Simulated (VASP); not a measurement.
The system is LaScN2.

```
Sc N La
1.0
     3.52802    0.00000    0.00000
     0.00000    3.52802    0.00000
     0.00000    0.00000    4.95312
Sc N La
1 2 1
Cartesian
  0.0000 0.0000 0.0000
  0.0000 0.0000 2.4766
  1.7640 1.7640 0.0000
  1.7640 1.7640 2.4766
```

The cell was built by a generator and needn't be a form met in nature.

Base run:

| Item | Value |
| --- | --- |
| Program | VASP 6.6.1 |
| Functional | PBEsol |
| Potentials or basis | VASP PAW PBE potentials, release 64 (Sc_sv, N, La) |
| Cutoff | 520 eV |
| k mesh | 6 × 6 × 4 |
| Occupations | fermi-dirac, width 0.02 eV |
| Spin | no spin polarisation |

Its results: band gap on the k mesh none (metal or under the smearing width); pressure -4.0 GPa.

The run is repeated on the same cell with these changes: functional from PBEsol to HSE06; k mesh from 6 × 6 × 4 to 4 × 4 × 2. What comes out?

Band gap on the k mesh 0.18 eV, direct; pressure -0.3 GPa.

Several settings changed at once, so the effect can't be laid on one alone.

Caveats: some runs use coarse meshes; the PAW data sets were made with another functional, which shifts forces and pressure a little; spin-orbit coupling is left out, which moves the levels of the heavy elements (some runs).

A k mesh can miss the band edges.

Not every run made on this cell is shown here.
